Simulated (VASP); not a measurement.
Input of a VASP 6.6.1 run:

INCAR

```
SYSTEM = W7S16
  ALGO = Normal
  EDIFF = 1E-5
  ENCUT = 350
  GGA = PS
  ISIF = 2
  ISMEAR = 0
  ISPIN = 2
  ISYM = 0
  KPAR = 4
  LASPH = .TRUE.
  LCHARG = .FALSE.
  LMAXMIX = 4
  LORBIT = 11
  LREAL = Auto
  LWAVE = .FALSE.
  MAGMOM = 0 0 0 0 0 0 0 0 0 0 0 0.5 0.5 0.5 0 0 0 0 0 0.5 0.5 0.5 0
  NBANDS = 118
  NELECT = 193.0
  NELM = 120
  PREC = Accurate
  SIGMA = 0.03
```

The input KPOINTS:

```
k-points
0
G
  3 3 2
  0 0 0
```

Contents of POSCAR:

```
W7S16                                   
1.0
    6.3064000000      0.0000000000      0.0000000000
   -3.1532000000      5.4615026064      0.0000000000
    0.0000000000      0.0000000000     12.3230000000
  W               S             
     7    16
Direct
     0.1762879858524634    0.8417233724295556    0.2503570074269316
     0.6610148309794804    0.3262084456973329    0.2498490029601064
     0.6626478859384269    0.8420955741098096    0.2504302019618024
     0.3338298712389805    0.1667799250549012    0.7501808067047553
     0.3336795708404619    0.6669877381883859    0.7502361671433865
     0.8335381547376572    0.1666529062645397    0.7501830443835512
     0.8336990662016541    0.6667707868095324    0.7502963319931901
     0.1671645858308744    0.3336178328013012    0.6235276423977725
     0.1671012394220916    0.8335603029407188    0.6232601311947971
     0.6671527798897572    0.3334820044393298    0.6232807543071109
     0.6668075440056913    0.8333878246169645    0.6232237269569757
     0.3314336542996583    0.1715916019036814    0.1255204195120719
     0.3350767306633306    0.6732504659542398    0.1237318032285625
     0.8333892391732600    0.1707611432669304    0.1246380626547437
     0.8335408028969763    0.6700899495506814    0.1263722411906339
     0.1670463947605046    0.3334582546965086    0.8769399837107660
     0.1671959796349103    0.8336829960436741    0.8772368181318309
     0.6672053055020097    0.3335256698178627    0.8772500615124256
     0.6668784713506845    0.8336246655860243    0.8772211476166606
     0.3337602390084241    0.1670323755472304    0.3768783070267687
     0.3295451775800919    0.6614994207520398    0.3731145019158668
     0.8301141091698016    0.1675248069767323    0.3766549830364740
     0.8330023810227993    0.6687819365520291    0.3742098530328084
```

Potentials or basis: VASP PAW PBE potentials, release 64 (W_sv, S).

Launch:

```console
$ cat potpaw_PBE.64/W_sv/POTCAR potpaw_PBE.64/S/POTCAR > POTCAR
$ mpirun -np 4 vasp_std > vasp.out
```

(1) What does it give for the site moments?

(2) Predict the band gap on the k mesh.

(3) Estimate the net moment.

Answers

(1) W +0.07, +0.01; S +0.00, +0.04, +0.03 μB.

(2) none (metal or under the smearing width).

(3) 0.71 μB per cell.

Caveat: the k mesh is coarse (spacing up to 0.38 Å⁻¹), so the values aren't converged; the cell is charged against a uniform background, so pressure and absolute levels hang on convention.
